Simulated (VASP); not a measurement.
Here is the system:

```
Fe
1.0
   -1.43500     1.43500     1.43500
    1.43500    -1.43500     1.43500
    1.43500     1.43500    -1.43500
Fe
1
Direct
  0.00000   0.00000   0.00000
```
Starting moments (μB, in the order of the record's atoms Fe): 2.5.

Method: PBE GGA, VASP's PBE PAW potentials (set 64) (plane waves; VASP). Run with 400 eV cut-off, 16×16×16 Γ-centred mesh, first-order Methfessel-Paxton smearing of 0.10 eV, potentials Fe.

Problem. Give the stress tensor in GPa (positive for a compressed cell).

Solution. 
```
-7.19   0.00   0.00
 0.00  -7.19   0.00
 0.00   0.00  -7.19
```
The pressure is its mean diagonal, -7.19 GPa.

The compound is Fe in the bcc structure. The cell was not relaxed at this level.
